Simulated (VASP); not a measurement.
Consider the following.

```
CsPbCl3
1.0
    5.73185     0.00000     0.00000
    0.00000     5.73185     0.00000
    0.00000     0.00000     5.73185
Cs Pb Cl
1 1 3
Direct
  0.00000   0.00000   0.00000
  0.50000   0.50000   0.50000
  0.50000   0.00000   0.50000
  0.00000   0.50000   0.50000
  0.50000   0.50000   0.00000
```

Method: PW91 GGA, VASP's PBE PAW potentials (set 64) (plane waves; VASP). Numerical set-up: 520 eV cut-off, 5×5×5 Γ-centred mesh, tetrahedra with Blöchl corrections, potentials Cs_sv Pb_d Cl.

**Question.** What does the run give for the energy per atom (σ→0)?

**Answer.** 
The energy per atom (σ→0) comes out as -3.541 eV/atom.

The absolute energy has meaning only against runs of the same code, potentials and settings.

The compound is CsPbCl3 in the cubic perovskite structure, the ideal cubic form; the compound distorts at low or room temperature. It was relaxed first, which changed the volume by +7 %.
